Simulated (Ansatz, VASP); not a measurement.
## Two plane-wave programs on Hf4Pb

```xyz
5
Lattice="-3.2210 3.2210 3.2210 3.2210 -3.2210 3.2210 3.2210 3.2210 -3.2210" Properties=species:S:1:pos:R:3 pbc="T T T"
Hf    1.6105    1.6105    1.6105
Hf    1.6105    1.6105   -1.6105
Hf    1.6105   -1.6105    1.6105
Hf   -1.6105    1.6105    1.6105
Pb    0.0000    0.0000    0.0000
```

Alike in both runs: task single point; functional PBE; k mesh 4 × 4 × 4; occupations gaussian, width 0.1 eV; no spin polarisation.

|  | VASP | Ansatz |
| --- | --- | --- |
| version | VASP 6.6.1 | Ansatz 0.2.0 |
| potentials or method | VASP PAW PBE potentials, release 64 (Hf_pv, Pb_d) | scalar-relativistic, plane waves, PAW |
| plane-wave cutoff (eV) | 520 | 420 |
| valence electrons in the cell | 54 | 118 |

```csv
,VASP,Ansatz,Ansatz less VASP
gap on the k mesh at the Fermi level (eV),none,none,-
pressure (GPa),4.5,4.9,+0.38
```

A gap of «none» marks a metal or a gap that the smearing closes. The functional is the same, so the differences come from potentials, cutoffs and numerics. The two sets of potentials don't hold the same shells in valence.

Spin-orbit coupling is left out, which matters for the levels of Hf, Pb.
